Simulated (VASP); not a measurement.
# AgW9: core-level shifts, part 3 of 4

Aim: how the core levels of AgW9 differ from atom to atom, with and without the screening of the hole.

VASP 6.6.1, plane waves and PAW; the level of theory is named at each step.

So far. Step 2 (Relaxation): The forces on the free atoms are under 0.05 eV/Å.

## (4) Core hole, atom W5

This step: final-state core hole with the electron kept at the Fermi level, PBE; plane waves and PAW (W, Ag, W) (VASP 6.6.1).

System of this step: AgW9. The cell holds 20 atoms: 18 W and 2 Ag. Its edges and angles: a = 6.340 Å, b = 5.491 Å, c = 22.966 Å, α = 90.0°, β = 90.0°, γ = 54.7°. It derives from W. Ag replaces host atoms (quarter in the top layer, both faces). Vacuum lies along c.

A core electron of W5 (4f) is moved to the Fermi level; this atom comes first in POSCAR as a species of its own.

Contents of INCAR:

```
SYSTEM = AgW9
PREC = Normal
ENCUT = 330
EDIFF = 1E-05
NELM = 120
ISMEAR = 0
SIGMA = 0.1
LREAL = Auto
ALGO = Fast
GGA = PE
NBANDS = 85
LASPH = .TRUE.
LWAVE = .FALSE.
LCHARG = .FALSE.
KPAR = 2
NCORE = 4
ICORELEVEL = 2
CLNT = 1
CLN = 4
CLL = 3
CLZ = 1
ISIF = 0
```

Contents of POSCAR:

```
AgW9
1.0
    6.3400000000      0.0000000000      0.0000000000
    3.1700000000      4.4830569927      0.0000000000
    0.0000000000      0.0000000000     22.9661139854
W Ag W
1 2 17
Direct
    0.5000000000      0.5000000000      0.6876089291
    0.0000000000      0.0000000000      0.7119373689
    0.0000000000      0.0000000000      0.2880626311
    0.5000000000      0.0000000000      0.6910980114
    0.0000000000      0.5000000000      0.6876089291
    0.7532425600      0.4935148800      0.5974014808
    0.2467574400      0.5064851200      0.5974014808
    0.7502284292      0.0000000000      0.5981141547
    0.2497715708      0.0000000000      0.5981141547
    0.0000000000      0.0000000000      0.5000000000
    0.5000000000      0.0000000000      0.5000000000
    0.0000000000      0.5000000000      0.5000000000
    0.5000000000      0.5000000000      0.5000000000
    0.7532425600      0.4935148800      0.4025985192
    0.2467574400      0.5064851200      0.4025985192
    0.7502284292      0.0000000000      0.4018858453
    0.2497715708      0.0000000000      0.4018858453
    0.5000000000      0.0000000000      0.3089019886
    0.0000000000      0.5000000000      0.3123910709
    0.5000000000      0.5000000000      0.3123910709
```

Contents of KPOINTS:

```
Automatic mesh
0
Gamma
5 5 1
0 0 0
```

The projector-augmented-wave data sets are W, Ag and W (PBE family, release 64).

Launch:

```sh
> mpirun -np 8 vasp_std
```

What it wrote:

```text
[banner, memory and clock lines left out]
running    8 mpi-ranks, on    1 nodes
 distrk:  each k-point on    4 cores,    2 groups
 distr:  one band on    4 cores,    1 groups

 POSCAR found type information on POSCAR W AgW
 POSCAR found :  3 types and      20 ions
 LDA part: xc-table for (Slater+PW92), standard interpolation
 POSCAR, INCAR and KPOINTS ok, starting setup
 FFT: planning ... GRIDC
 FFT: planning ... GRID_SOFT
 FFT: planning ... GRID
 WAVECAR not read
 entering main loop
       N       E                     dE             d eps       ncg     rms          rms(c)
DAV:   1     0.484784625987E+03    0.48478E+03   -0.41676E+04  2210   0.894E+02
DAV:   2    -0.214072921782E+03   -0.69886E+03   -0.66026E+03  2916   0.244E+02
DAV:   3    -0.279098263546E+03   -0.65025E+02   -0.62196E+02  2679   0.708E+01
DAV:   4    -0.284127816106E+03   -0.50296E+01   -0.49540E+01  3564   0.168E+01
DAV:   5    -0.284272965322E+03   -0.14515E+00   -0.14426E+00  3188   0.318E+00    0.855E+01
RMM:   6    -0.326186531013E+03   -0.41914E+02   -0.14021E+02  3097   0.244E+01    0.461E+01
RMM:   7    -0.448710877264E+03   -0.12252E+03   -0.32711E+02  3738   0.406E+01    0.440E+01
RMM:   8    -0.289364404723E+03    0.15935E+03   -0.60875E+01  2518   0.202E+01    0.281E+01
RMM:   9    -0.259753986194E+03    0.29610E+02   -0.49411E+01  2699   0.155E+01    0.174E+01
RMM:  10    -0.257402355230E+03    0.23516E+01   -0.12406E+01  2721   0.917E+00    0.806E+00
RMM:  11    -0.257326299901E+03    0.76055E-01   -0.53237E+00  3460   0.471E+00    0.701E+00
RMM:  12    -0.257602876070E+03   -0.27658E+00   -0.13237E+00  2873   0.286E+00    0.487E+00
RMM:  13    -0.257207089135E+03    0.39579E+00   -0.53680E-01  2806   0.188E+00    0.224E+00
RMM:  14    -0.257227985626E+03   -0.20896E-01   -0.58394E-01  3082   0.153E+00    0.204E+00
RMM:  15    -0.257093016903E+03    0.13497E+00   -0.26241E-01  3154   0.106E+00    0.654E-01
RMM:  16    -0.257094662936E+03   -0.16460E-02   -0.10534E-01  3565   0.561E-01    0.356E-01
RMM:  17    -0.257095786389E+03   -0.11235E-02   -0.14683E-02  3026   0.266E-01    0.245E-01
RMM:  18    -0.257095239866E+03    0.54652E-03   -0.73771E-03  3495   0.155E-01    0.129E-01
RMM:  19    -0.257095146216E+03    0.93650E-04   -0.29590E-03  3431   0.890E-02    0.595E-02
RMM:  20    -0.257095172634E+03   -0.26418E-04   -0.74550E-04  3465   0.472E-02    0.425E-02
RMM:  21    -0.257095166701E+03    0.59335E-05   -0.19408E-04  2893   0.268E-02    0.305E-02
RMM:  22    -0.257095215700E+03   -0.48999E-04   -0.77120E-05  2326   0.176E-02    0.181E-02
RMM:  23    -0.257095293420E+03   -0.77720E-04   -0.24948E-05  1887   0.113E-02    0.122E-02
RMM:  24    -0.257095441609E+03   -0.14819E-03   -0.41407E-05  2027   0.126E-02    0.110E-02
RMM:  25    -0.257095541677E+03   -0.10007E-03   -0.14134E-05  1676   0.814E-03    0.123E-02
RMM:  26    -0.257095603761E+03   -0.62084E-04   -0.49318E-06  1487   0.508E-03    0.767E-03
RMM:  27    -0.257095693122E+03   -0.89362E-04   -0.92779E-06  1649   0.612E-03    0.419E-03
RMM:  28    -0.257095737404E+03   -0.44282E-04   -0.42571E-06  1335   0.438E-03    0.384E-03
RMM:  29    -0.257095745359E+03   -0.79547E-05   -0.18195E-06  1018   0.321E-03
   1 F= -.25709575E+03 E0= -.25706105E+03  d E =-.693884E-01
```

Elapsed: 96 s, on 8 MPI ranks of AMD EPYC 7R43, shared host; peak memory 1.4 GiB; 12 min of CPU time.

From OUTCAR (step 4):

```text
 Subroutine GETGRP returns: Found  2 space group operations
 (whereof  2 operations were pure point group operations)

The static configuration has the point symmetry C_2 .

 Found     13 irreducible k-points:

   k-points           NKPTS =     13   k-points in BZ     NKDIM =     13   number of bands    NBANDS=     85

   NELECT =     131.0000    total number of electrons

 the core state eigenenergies are
   1-  1s -69491.2533  2s -12012.2296  2p -10505.7836  3s  -2784.3702  3p  -2338.4227
       3d  -1826.6237  4s   -585.1144  4p   -437.8401  4d   -251.5765  4f    -44.1430
       5s    -78.4160  5p    -40.6455
   2-  1s -25321.0623  2s  -3724.7603  2p  -3340.2654  3s   -679.5852  3p   -553.3521
       3d   -354.4456  4s    -90.6562  4p    -54.0808
   3-  1s -25321.1960  2s  -3724.9021  2p  -3340.4069  3s   -679.7202  3p   -553.4871
       3d   -354.5819  4s    -90.7779  4p    -54.1996
   4-  1s -69461.8254  2s -11982.5861  2p -10476.1820  3s  -2755.2782  3p  -2309.3903
       3d  -1797.3512  4s   -563.7139  4p   -417.4934  4d   -232.3648  4f    -27.2332
       5s    -72.7855  5p    -36.9181
   5-  1s -69461.6442  2s -11982.4030  2p -10475.9984  3s  -2755.1076  3p  -2309.2198
       3d  -1797.1785  4s   -563.5617  4p   -417.3429  4d   -232.2162  4f    -27.0917
       5s    -72.6793  5p    -36.8316
   6-  1s -69461.5425  2s -11982.3557  2p -10475.9470  3s  -2755.0852  3p  -2309.1972
       3d  -1797.1553  4s   -563.5761  4p   -417.3616  4d   -232.2411  4f    -27.1331
       5s    -72.7921  5p    -36.9774
   7-  1s -69461.5425  2s -11982.3557  2p -10475.9470  3s  -2755.0852  3p  -2309.1972
       3d  -1797.1553  4s   -563.5761  4p   -417.3616  4d   -232.2411  4f    -27.1331
       5s    -72.7921  5p    -36.9774
   8-  1s -69461.7476  2s -11982.5415  2p -10476.1346  3s  -2755.2526  3p  -2309.3645
       3d  -1797.3246  4s   -563.7148  4p   -417.4971  4d   -232.3726  4f    -27.2526
       5s    -72.8567  5p    -37.0130
   9-  1s -69461.7476  2s -11982.5415  2p -10476.1346  3s  -2755.2526  3p  -2309.3645
       3d  -1797.3246  4s   -563.7148  4p   -417.4971  4d   -232.3726  4f    -27.2526
       5s    -72.8567  5p    -37.0130
  10-  1s -69461.6193  2s -11982.4199  2p -10476.0123  3s  -2755.1377  3p  -2309.2497
       3d  -1797.2090  4s   -563.6103  4p   -417.3937  4d   -232.2707  4f    -27.1551
       5s    -72.7795  5p    -36.9477
  11-  1s -69461.5205  2s -11982.3230  2p -10475.9151  3s  -2755.0434  3p  -2309.1554
       3d  -1797.1144  4s   -563.5197  4p   -417.3035  4d   -232.1809  4f    -27.0669
       5s    -72.6989  5p    -36.8715
  12-  1s -69461.6305  2s -11982.4341  2p -10476.0262  3s  -2755.1554  3p  -2309.2674
       3d  -1797.2263  4s   -563.6335  4p   -417.4175  4d   -232.2952  4f    -27.1819
       5s    -72.8167  5p    -36.9898
  13-  1s -69461.6630  2s -11982.4659  2p -10476.0581  3s  -2755.1858  3p  -2309.2978
       3d  -1797.2568  4s   -563.6617  4p   -417.4455  4d   -232.3229  4f    -27.2087
       5s    -72.8393  5p    -37.0101
  14-  1s -69461.3446  2s -11982.1616  2p -10475.7523  3s  -2754.9018  3p  -2309.0138
       3d  -1796.9704  4s   -563.4090  4p   -417.1961  4d   -232.0775  4f    -26.9761
[...]
3d  -1797.1893  4s   -563.5722  4p   -417.3534  4d   -232.2269  4f    -27.1023
       5s    -72.6894  5p    -36.8396

 E-fermi :   1.4020

 k-point     1 :       0.0000    0.0000    0.0000
  band No.  band energies     occupation
    ...
     55       0.5361      2.00000
     56       0.6093      2.00000
     57       0.6891      2.00000
     58       0.9148      2.00000
     59       1.0952      1.99999
     60       1.6225      0.00182
     61       1.6395      0.00078
     62       1.7705      0.00000
     63       1.8012      0.00000
     64       1.8815      0.00000
    ...

 k-point     2 :       0.2000    0.0000    0.0000
  band No.  band energies     occupation
    ...
     60       1.2107      1.99319
     61       1.2450      1.97356
     62       1.3048      1.83072
     63       1.3999      1.02354
     64       1.4219      0.77806
     65       1.5885      0.00833
     66       1.7023      0.00002
     67       1.8312      0.00000
     68       1.9213      0.00000
     69       2.0084      0.00000
    ...

 POSITION                                       TOTAL-FORCE (eV/Angst)
 -----------------------------------------------------------------------------------
      4.75500      2.24153     15.79171         0.000000      0.000000     -0.885759
      0.00000      0.00000     16.35043         0.000000      0.000000      0.056983
      0.00000      0.00000      6.61568         0.000000      0.000000     -0.152145
      3.17000      0.00000     15.87184         0.000000      0.000000     -0.006505
      1.58500      2.24153     15.79171         0.000000      0.000000     -0.060201
      6.34000      2.21246     13.71999        -0.169812      0.011435      0.640461
      3.17000      2.27060     13.71999         0.169812     -0.011435      0.640461
      4.75645      0.00000     13.73636        -0.064857     -0.116089     -0.075286
      1.58355      0.00000     13.73636         0.064857      0.116089     -0.075286
      0.00000      0.00000     11.48306         0.000000      0.000000      0.068976
      3.17000      0.00000     11.48306         0.000000      0.000000      0.074841
      1.58500      2.24153     11.48306         0.000000      0.000000     -0.097643
      4.75500      2.24153     11.48306         0.000000      0.000000      0.088156
      6.34000      2.21246      9.24612        -0.014494     -0.000355     -0.049492
      3.17000      2.27060      9.24612         0.014494      0.000355     -0.049492
      4.75645      0.00000      9.22976        -0.059319      0.014704     -0.058097
      1.58355      0.00000      9.22976         0.059319     -0.014704     -0.058097
      3.17000      0.00000      7.09428         0.000000      0.000000      0.052028
      1.58500      2.24153      7.17441         0.000000      0.000000     -0.004226
      4.75500      2.24153      7.17441         0.000000      0.000000     -0.049676
 -----------------------------------------------------------------------------------
    total drift:                                0.000000     -0.000000     -0.004064

  FREE ENERGIE OF THE ION-ELECTRON SYSTEM (eV)
  ---------------------------------------------------
  free  energy   TOTEN  =      -257.0957453588 eV

  energy  without entropy=     -257.0263569172  energy(sigma->0) =     -257.06105114

[... 4 parts as in an earlier step ...]

[... 6 further parts left out ...]
```

This run has no spin polarisation. The data set W keeps the semicore shell frozen, which is cheaper and a little less accurate.

Numbers from this step:

```yaml
free_energy_toten: -257.0957 eV
energy_at_zero_smearing: -257.0611 eV
fermi_energy: 1.402 eV
```

This is the reference for holes on W.

## (5) Core hole, one more run

This run repeats the step with a slip in the input.

INCAR: that of step 4 with these lines changed.

```diff
@@ -4,3 +4,3 @@
 EDIFF = 1E-05
-NELM = 120
+NELM = 60
 ISMEAR = 0
@@ -17,3 +17,3 @@
 ICORELEVEL = 2
-CLNT = 1
+CLNT = 2
 CLN = 4
```

POSCAR is that of step 4.

KPOINTS is that of step 4.

Launch:

```sh
> mpirun -np 8 vasp_std
```

What it wrote:

```text
[... set-up lines as in an earlier step ...]
 entering main loop
       N       E                     dE             d eps       ncg     rms          rms(c)
DAV:   1     0.287086936329E+03    0.28709E+03   -0.43240E+04  3315   0.146E+03
DAV:   2    -0.405798285302E+03   -0.69289E+03   -0.63475E+03  3132   0.270E+02
DAV:   3    -0.523676792862E+03   -0.11788E+03   -0.11173E+03  3932   0.110E+02
DAV:   4    -0.536688782401E+03   -0.13012E+02   -0.12218E+02  3556   0.323E+01
[...]
RMM:  58     0.586000438079E+03   -0.10564E+01   -0.16162E+01  4420   0.415E+01    0.544E+01
RMM:  59     0.587875618205E+03    0.18752E+01    0.21320E+01  4420   0.413E+01    0.551E+01
RMM:  60     0.586567593604E+03   -0.13080E+01   -0.16237E+01  4420   0.409E+01
 -----------------------------------------------------------------------------
|                                                                             |
|           W    W    AA    RRRRR   N    N  II  N    N   GGGG   !!!           |
|           W    W   A  A   R    R  NN   N  II  NN   N  G    G  !!!           |
|           W    W  A    A  R    R  N N  N  II  N N  N  G       !!!           |
|           W WW W  AAAAAA  RRRRR   N  N N  II  N  N N  G  GGG   !            |
|           WW  WW  A    A  R   R   N   NN  II  N   NN  G    G                |
|           W    W  A    A  R    R  N    N  II  N    N   GGGG   !!!           |
|                                                                             |
|     The electronic self-consistency was not achieved in the given           |
|     number of steps (NELM). The forces and other quantities evaluated       |
|     might not be reliable so examine the results carefully. If you find     |
|     spurious results, we suggest increasing NELM, if you were close to      |
|     convergence or switching to a different ALGO or adjusting the           |
|     density mixing parameters otherwise.                                    |
|                                                                             |
 -----------------------------------------------------------------------------

   1 F= 0.58656759E+03 E0= 0.58660119E+03  d E =-.671859E-01
```

Elapsed: 4.7 min, on 8 MPI ranks; peak memory 1.4 GiB.

Parts of OUTCAR (step 5):

```text
 the core state eigenenergies are
   1-  1s -69453.1070  2s -11973.9581  2p -10467.5359  3s  -2746.9729  3p  -2301.0861
       3d  -1788.9995  4s   -555.8973  4p   -409.7261  4d   -224.6530  4f    -19.7261
       5s    -66.2691  5p    -31.0599
   2-  1s -25486.8756  2s  -3887.5741  2p  -3503.9687  3s   -826.3270  3p   -700.1698
       3d   -502.9062  4s   -204.6109  4p   -162.0457
   3-  1s -25485.8390  2s  -3886.5295  2p  -3502.9251  3s   -825.2867  3p   -699.1296
       3d   -501.8649  4s   -203.5849  4p   -161.0221
   4-  1s -69455.5903  2s -11976.3701  2p -10469.9618  3s  -2749.1281  3p  -2303.2403
       3d  -1791.1918  4s   -557.6615  4p   -411.4507  4d   -226.3330  4f    -21.2474
       5s    -67.0247  5p    -31.3544
   5-  1s -69453.2156  2s -11974.0643  2p -10467.6425  3s  -2747.0741  3p  -2301.1873
       3d  -1789.1014  4s   -555.9907  4p   -409.8187  4d   -224.7447  4f    -19.8147
       5s    -66.3430  5p    -31.1261
   6-  1s -69455.8551  2s -11976.6800  2p -10470.2692  3s  -2749.4414  3p  -2303.5534
       3d  -1791.5071  4s   -557.9795  4p   -411.7697  4d   -226.6546  4f    -21.5656
[...]
3d  -1788.9536  4s   -555.8372  4p   -409.6648  4d   -224.5903  4f    -19.6580
       5s    -66.1739  5p    -30.9438

 k-point     1 :       0.0000    0.0000    0.0000
  band No.  band energies     occupation
    ...
     59       6.4794      2.00000
     60       6.6587      2.00000
     61       6.7016      2.00000
     62       6.9648      1.99999
     63       7.1676      1.86173
     64       7.3816      0.12268
     65       7.6685      0.00000
     66       7.7448      0.00000
     67       7.8793      0.00000
     68       8.0669      0.00000
    ...

 POSITION                                       TOTAL-FORCE (eV/Angst)
 -----------------------------------------------------------------------------------
      4.75500      2.24153     15.79171         0.000000      0.000000      0.917369
      0.00000      0.00000     16.35043         0.000000      0.000000    -42.662173
      0.00000      0.00000      6.61568         0.000000      0.000000     48.753674
      3.17000      0.00000     15.87184         0.000000      0.000000      3.291815
      1.58500      2.24153     15.79171         0.000000      0.000000      0.749669
      6.34000      2.21246     13.71999        -0.012688      0.784243     -6.633424
      3.17000      2.27060     13.71999         0.012688     -0.784243     -6.633424
      4.75645      0.00000     13.73636        -1.710881     -0.015709     -8.620009
      1.58355      0.00000     13.73636         1.710881      0.015709     -8.620009
      0.00000      0.00000     11.48306         0.000000      0.000000     -0.392773
      3.17000      0.00000     11.48306         0.000000      0.000000     -0.356260
      1.58500      2.24153     11.48306         0.000000      0.000000     -0.418371
      4.75500      2.24153     11.48306         0.000000      0.000000     -0.349986
      6.34000      2.21246      9.24612        -0.003799      0.733768      5.692720
[...]
-----------------------------------------------------------------------------------
    total drift:                               -0.000000     -0.000000      6.503882

  FREE ENERGIE OF THE ION-ELECTRON SYSTEM (eV)
  ---------------------------------------------------
  free  energy   TOTEN  =       586.5675936042 eV

  energy  without entropy=      586.6347794914  energy(sigma->0) =      586.60118655

[... 8 parts as in an earlier step ...]

[... 9 further parts left out ...]
[key lines of the parts left out:]
E-fermi :   7.2724
```

The electronic loop ended without reaching EDIFF, so its numbers are not used.

At the end rms(c) stands at 6e+00, with no steady fall over the second half of the cycles shown.

The fault in the input: CLNT naming another species than the marked atom (CLNT = 2). 

[end of part 3 of 4]

[Lines on the potential files, build, host, timing and source positions are cut from VASP's logs without a mark.]

[Logs are printed without paths, hosts, clocks, repeated set-up lines and the standing remarks that a program may print on its own settings, such as how far it seeks lower states.]

[Hosts, paths, dates, database ids (printed as entryN), source tags and the programs' standing remarks are cut or masked in the printed files.]
